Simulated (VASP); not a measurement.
A VASP calculation is set up with these files.

**INCAR**
```
# general
SYSTEM  = CsSnI3
PREC    = Accurate
ENCUT   = 520
LREAL   = .False.   # projection in real space or not
LASPH   = .True.   # aspherical one-centre terms

# electronic loop
EDIFF   = 1E-6   # SCF stop (eV)
NELM    = 100   # most electronic steps
ALGO    = Normal   # blocked Davidson
LMAXMIX = 4
LMIXTAU = .True.

# smearing
ISMEAR  = 0   # Gaussian
SIGMA   = 0.05

# functional
METAGGA = R2SCAN

# ions
IBRION  = 2
NSW     = 60
ISIF    = 3
EDIFFG  = -0.02

# output
LWAVE   = .False.
LCHARG  = .False.
```

### POSCAR
```
CsSnI3
1.0
  6.0888277484   0.0000000000   0.0000000000
  0.0000000000   6.0888277484   0.0000000000
  0.0000000000   0.0000000000   6.0888277484
Cs Sn I
1 1 3
Direct
  0.0000000000   0.0000000000   0.0000000000
  0.5000000000   0.5000000000   0.5000000000
  0.5000000000   0.0000000000   0.5000000000
  0.0000000000   0.5000000000   0.5000000000
  0.5000000000   0.5000000000   0.0000000000
```

KPOINTS:
```
kpoints
0
Gamma
4 4 4
0 0 0
```

POTCAR, in this order: Cs_sv Sn_d I (PBE.64 set). Program: vasp_std.

### Question
Write an equivalent input for Ansatz.

### Answer
One equivalent input (not run):
Ansatz 0.2 input:
```yaml
crystal:
  lattice:
    - [6.0888277, 0.0000000, 0.0000000]
    - [0.0000000, 6.0888277, 0.0000000]
    - [0.0000000, 0.0000000, 6.0888277]
  atoms:
    - { symbol: Cs, position: [0.0000000, 0.0000000, 0.0000000] }
    - { symbol: Sn, position: [0.5000000, 0.5000000, 0.5000000] }
    - { symbol: I, position: [0.5000000, 0.0000000, 0.5000000] }
    - { symbol: I, position: [0.0000000, 0.5000000, 0.5000000] }
    - { symbol: I, position: [0.5000000, 0.5000000, 0.0000000] }
kpoints:
  mp_grid: { grid: [4, 4, 4] }
hamiltonian:
  xc: r2scan
  pseudopotentials: { kind: paw }
scf:
  occupations: { method: gaussian, width: 0.05 }
  max_iter: 100
relax:
  max_steps: 60
  f_tol: 0.02
  cell: {}
output: { forces: true, stress: true, eigenvalues: true }
```
Limits of the translation: each code has its own PAW files, so the cut-off isn't converted (ENCUT is set for VASP's; basis.ecutwfc is left out, and Ansatz then takes the one that its files recommend); Ansatz stops its SCF on the density residual and VASP on the energy change (EDIFF).

The compound is CsSnI3 in the cubic perovskite structure, the ideal cubic form; the compound distorts at low or room temperature. This run relaxes it. Symmetry was kept, so distortions that lower it aren't found.
